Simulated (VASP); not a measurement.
Output of a VASP run:

OSZICAR:
```
...
       N       E                     dE             d eps       ncg     rms          rms(c)
DAV:   1    -0.728817741416E+02    0.21477E+00   -0.32994E+01  3872   0.663E+01    0.117E+00
DAV:   2    -0.731800304320E+02   -0.29826E+00   -0.27567E+00  3344   0.111E+01    0.308E+00
DAV:   3    -0.731224738070E+02    0.57557E-01   -0.90840E-01  4032   0.617E+00    0.158E+00
DAV:   4    -0.731019611045E+02    0.20513E-01   -0.18339E-01  4002   0.279E+00    0.608E-01
DAV:   5    -0.731011386523E+02    0.82245E-03   -0.40554E-02  3938   0.150E+00    0.474E-01
DAV:   6    -0.730998556369E+02    0.12830E-02   -0.13824E-02  3944   0.863E-01    0.174E-01
DAV:   7    -0.731005232242E+02   -0.66759E-03   -0.73410E-03  3890   0.578E-01    0.309E-01
DAV:   8    -0.730997718974E+02    0.75133E-03   -0.54476E-03  3904   0.518E-01    0.446E-02
DAV:   9    -0.730997924072E+02   -0.20510E-04   -0.14867E-04  3540   0.895E-02    0.147E-02
DAV:  10    -0.730997939405E+02   -0.15333E-05   -0.71254E-06  1920   0.212E-02
  17 F= -.73099794E+02 E0= -.73099676E+02  d E =-.501070E-02
       N       E                     dE             d eps       ncg     rms          rms(c)
DAV:   1    -0.730577722609E+02    0.42020E-01   -0.65360E+00  3888   0.296E+01    0.476E-01
DAV:   2    -0.731138527590E+02   -0.56080E-01   -0.52218E-01  3344   0.479E+00    0.127E+00
DAV:   3    -0.731032963425E+02    0.10556E-01   -0.14423E-01  4024   0.266E+00    0.604E-01
DAV:   4    -0.731004772402E+02    0.28191E-02   -0.27488E-02  4050   0.107E+00    0.247E-01
DAV:   5    -0.731003894433E+02    0.87797E-04   -0.72623E-03  3874   0.625E-01    0.205E-01
DAV:   6    -0.731001610077E+02    0.22844E-03   -0.27382E-03  3952   0.385E-01    0.771E-02
DAV:   7    -0.731002292475E+02   -0.68240E-04   -0.10111E-03  3812   0.216E-01    0.105E-01
DAV:   8    -0.731001422671E+02    0.86980E-04   -0.63576E-04  3888   0.179E-01    0.168E-02
DAV:   9    -0.731001465013E+02   -0.42342E-05   -0.16963E-05  2052   0.355E-02
  18 F= -.73100147E+02 E0= -.73100184E+02  d E =-.536326E-02
       N       E                     dE             d eps       ncg     rms          rms(c)
DAV:   1    -0.730837429007E+02    0.16399E-01   -0.29131E+00  3856   0.195E+01    0.404E-01
DAV:   2    -0.731463355926E+02   -0.62593E-01   -0.45192E-01  3848   0.440E+00    0.223E+00
DAV:   3    -0.731002530419E+02    0.46083E-01   -0.25356E-01  3936   0.358E+00    0.332E-01
DAV:   4    -0.731019065493E+02   -0.16535E-02   -0.22009E-02  3888   0.971E-01    0.390E-01
DAV:   5    -0.731010076394E+02    0.89891E-03   -0.11541E-02  3886   0.777E-01    0.170E-01
DAV:   6    -0.731014273623E+02   -0.41972E-03   -0.57850E-03  3896   0.528E-01    0.259E-01
DAV:   7    -0.731008792939E+02    0.54807E-03   -0.33605E-03  3896   0.415E-01    0.372E-02
DAV:   8    -0.731009027730E+02   -0.23479E-04   -0.10266E-04  3386   0.622E-02    0.107E-02
DAV:   9    -0.731009040968E+02   -0.13238E-05   -0.62879E-06  1928   0.250E-02
  19 F= -.73100904E+02 E0= -.73100841E+02  d E =-.757595E-03
       N       E                     dE             d eps       ncg     rms          rms(c)
DAV:   1    -0.731008837226E+02    0.19050E-04   -0.34507E-03  3750   0.671E-01    0.132E-02
DAV:   2    -0.731009450873E+02   -0.61365E-04   -0.47119E-04  3640   0.143E-01    0.665E-02
DAV:   3    -0.731009014729E+02    0.43614E-04   -0.24413E-04  3122   0.109E-01    0.117E-02
DAV:   4    -0.731009048713E+02   -0.33984E-05   -0.20987E-05  2168   0.337E-02
  20 F= -.73100905E+02 E0= -.73100848E+02  d E =-.758370E-03
```

### OUTCAR
```
------------------------ aborting loop because EDIFF is reached ----------------------------------------
  FORCE on cell =-STRESS in cart. coord.  units (eV):
  Direction    XX          YY          ZZ          XY          YZ          ZX
  --------------------------------------------------------------------------------------
  Total       -1.8674467     -3.1635747     -0.6280304      0.0000000      0.0000000      0.1163354
  in kB      -11.4854007    -19.4570071     -3.8625899      0.0000000      0.0000000      0.7155000
  external PRESSURE =     -11.6016659 kB  Pullay stress =       0.0000000 kB
  volume of cell :      260.50
      direct lattice vectors                 reciprocal lattice vectors
     2.561873500  0.000000000  0.000000000     0.390339336  0.000000000  0.000000000
     0.000000000  4.183521774  0.000000000     0.000000000  0.239033057  0.000000000
     0.000000000  0.000000000 24.305968352     0.000000000  0.000000000  0.041142158
 POSITION                                       TOTAL-FORCE (eV/Angst)
 -----------------------------------------------------------------------------------
      0.68085      3.13764      8.13299        -0.008306     -0.000000     -0.028667
      1.67368      1.04588      9.16164        -0.007844     -0.000000     -0.026147
      2.50498      3.13764     10.33551        -0.002252     -0.000000      0.005249
      0.81108      1.04588     11.59727         0.002048      0.000000     -0.007501
      1.75079      3.13764     12.70870        -0.002048     -0.000000      0.007501
      0.05690      1.04588     13.97046         0.002252     -0.000000     -0.005249
      0.88820      3.13764     15.14433         0.007844      0.000000      0.026147
      1.88102      1.04588     16.17298         0.008306     -0.000000      0.028667
 -----------------------------------------------------------------------------------
    total drift:                                0.000000      0.000000      0.000000
  FREE ENERGIE OF THE ION-ELECTRON SYSTEM (eV)
  ---------------------------------------------------
  free  energy   TOTEN  =       -73.1009048713 eV

  energy  without entropy=      -73.1007346014  energy(sigma->0) =      -73.10084811

 reached required accuracy - stopping structural energy minimisation
```
(Selected blocks of OUTCAR.)

**POSCAR**
```
V(211) slab
1
    2.5618735005     0.0000000000    -0.0000000000
    0.0000000000     4.1835217738     0.0000000000
    0.0000000000     0.0000000000    24.3059683516
V
8
Direct
  0.3333330000   0.7500000000   0.3260970000
  0.6666670000   0.2500000000   0.3757840000
  1.0000000000   0.7500000000   0.4254700000
  0.3333330000   0.2500000000   0.4751570000
  0.6666670000   0.7500000000   0.5248430000
  0.0000000000   0.2500000000   0.5745300000
  0.3333330000   0.7500000000   0.6242160000
  0.6666670000   0.2500000000   0.6739030000
```

### Question
Reconstruct the remaining input files.

### Answer
This is not unique; one that fits is the input of the run itself, PBEsol GGA, plane waves, VASP's PBE PAW potentials (set 64).

**INCAR**
```
ALGO = Normal
DIPOL = 0.5 0.5 0.5
EDIFF = 1E-5
EDIFFG = -0.03
ENCUT = 400
GGA = PS
IBRION = 2
IDIPOL = 3
ISIF = 2
ISMEAR = 1
LASPH = .TRUE.
LCHARG = .FALSE.
LDIPOL = .TRUE.
LMAXMIX = 4
LREAL = .FALSE.
LWAVE = .TRUE.
NELM = 100
NELMIN = 4
NSW = 50
PREC = Normal
SIGMA = 0.1
SYSTEM = V(211) slab
```

File KPOINTS:
```
Automatic mesh
0
Gamma
11 7 1
0 0 0
```

POTCAR, in this order: V_sv (PBE.64 set). Program: vasp_std.

The cell is a thin slab with vacuum, built from V (bcc): (211) face. The run is not spin-polarised, so no magnetic state was tried.
